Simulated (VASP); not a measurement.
Output of a VASP run:

File OSZICAR:
```
       N       E                     dE             d eps       ncg     rms          rms(c)
DAV:   1     0.384719852902E+03    0.38472E+03   -0.21252E+04  1750   0.181E+03
DAV:   2     0.382691156920E+01   -0.38089E+03   -0.37367E+03  1863   0.448E+02
DAV:   3    -0.317224836792E+02   -0.35549E+02   -0.34072E+02  2702   0.112E+02
DAV:   4    -0.327645200040E+02   -0.10420E+01   -0.10381E+01  2002   0.211E+01
DAV:   5    -0.328019195499E+02   -0.37400E-01   -0.37361E-01  2639   0.398E+00    0.208E+01
DAV:   6    -0.309351947409E+02    0.18667E+01   -0.23135E+01  2472   0.331E+01    0.143E+01
DAV:   7    -0.304619796714E+02    0.47322E+00   -0.32461E+01  2480   0.334E+01    0.956E+00
DAV:   8    -0.296810048724E+02    0.78097E+00   -0.15962E+00  2453   0.969E+00    0.443E+00
DAV:   9    -0.295577880827E+02    0.12322E+00   -0.21114E+00  2576   0.775E+00    0.220E+00
DAV:  10    -0.295102570589E+02    0.47531E-01   -0.28646E-01  2470   0.373E+00    0.354E-01
DAV:  11    -0.295115557519E+02   -0.12987E-02   -0.32693E-03  2260   0.466E-01    0.413E-01
DAV:  12    -0.295100432758E+02    0.15125E-02   -0.13176E-02  2563   0.638E-01    0.106E-01
DAV:  13    -0.295099933780E+02    0.49898E-04   -0.20823E-04  2136   0.101E-01    0.626E-02
DAV:  14    -0.295099990133E+02   -0.56353E-05   -0.42835E-05  2214   0.502E-02    0.623E-02
DAV:  15    -0.295099639871E+02    0.35026E-04   -0.17032E-04  2617   0.811E-02    0.983E-03
DAV:  16    -0.295099645469E+02   -0.55978E-06   -0.33089E-06  2316   0.115E-02    0.690E-03
DAV:  17    -0.295099643338E+02    0.21305E-06   -0.66944E-07  1886   0.630E-03    0.161E-03
DAV:  18    -0.295099643736E+02   -0.39814E-07   -0.29566E-08  1013   0.134E-03
   1 F= -.29509964E+02 E0= -.29509986E+02  d E =0.650064E-04
```

File OUTCAR:
```
------------------------ aborting loop because EDIFF is reached ----------------------------------------
  FORCE on cell =-STRESS in cart. coord.  units (eV):
  Direction    XX          YY          ZZ          XY          YZ          ZX
  --------------------------------------------------------------------------------------
  Total       -0.0263850     -0.0263850     -0.0263850      0.0000000     -0.0000000     -0.0000000
  in kB       -0.6824647     -0.6824647     -0.6824647      0.0000000     -0.0000000     -0.0000000
  external PRESSURE =      -0.6824647 kB  Pullay stress =       0.0000000 kB
  volume of cell :       61.94
      direct lattice vectors                 reciprocal lattice vectors
     3.956665483  0.000000000  0.000000000     0.252738071  0.000000000  0.000000000
     0.000000000  3.956665483  0.000000000     0.000000000  0.252738071  0.000000000
     0.000000000  0.000000000  3.956665483     0.000000000  0.000000000  0.252738071
 POSITION                                       TOTAL-FORCE (eV/Angst)
 -----------------------------------------------------------------------------------
      0.00000      0.00000      0.00000         0.000000      0.000000      0.000000
      0.00000      1.97833      1.97833         0.000000      0.000000      0.000000
      1.97833      0.00000      1.97833         0.000000      0.000000      0.000000
      1.97833      1.97833      0.00000         0.000000      0.000000      0.000000
 -----------------------------------------------------------------------------------
    total drift:                                0.000000      0.000000     -0.000000
  FREE ENERGIE OF THE ION-ELECTRON SYSTEM (eV)
  ---------------------------------------------------
  free  energy   TOTEN  =       -29.5099643736 eV

  energy  without entropy=      -29.5100293801  energy(sigma->0) =      -29.50998604
```
(Selected blocks of OUTCAR.)

File POSCAR:
```
Pt3Ti
1
    3.9566654825     0.0000000000     0.0000000000
    0.0000000000     3.9566654825     0.0000000000
    0.0000000000     0.0000000000     3.9566654825
Ti Pt
1 3
Direct
  0.0000000000   0.0000000000   0.0000000000
  0.0000000000   0.5000000000   0.5000000000
  0.5000000000   0.0000000000   0.5000000000
  0.5000000000   0.5000000000   0.0000000000
```

**Question.** Write an INCAR and KPOINTS that could have produced this output.

**Answer.** Several could match; the one computed here: the input of the run itself, PW91 GGA, plane waves, VASP's PBE PAW potentials (set 64).

KPOINTS:
```
Automatic
0
gamma
8 8 8
0 0 0
```

INCAR:
```
SYSTEM = Pt3Ti
GGA = 91   # PW91
ISIF = 2
NELM = 100   # most electronic steps
ALGO = Normal   # blocked Davidson
LWAVE = .FALSE.
ENCUT = 520
LASPH = .TRUE.   # aspherical one-centre terms
PREC = Accurate
ISMEAR = 1
LCHARG = .FALSE.
SIGMA = 0.1
LMAXMIX = 6
EDIFF = 1E-7
LREAL = .FALSE.   # projection in real space or not
```

POTCAR, in this order: Ti_sv Pt (PBE.64 set). Program: vasp_std.

The compound is Pt3Ti in the L1_2 structure. It was relaxed first.
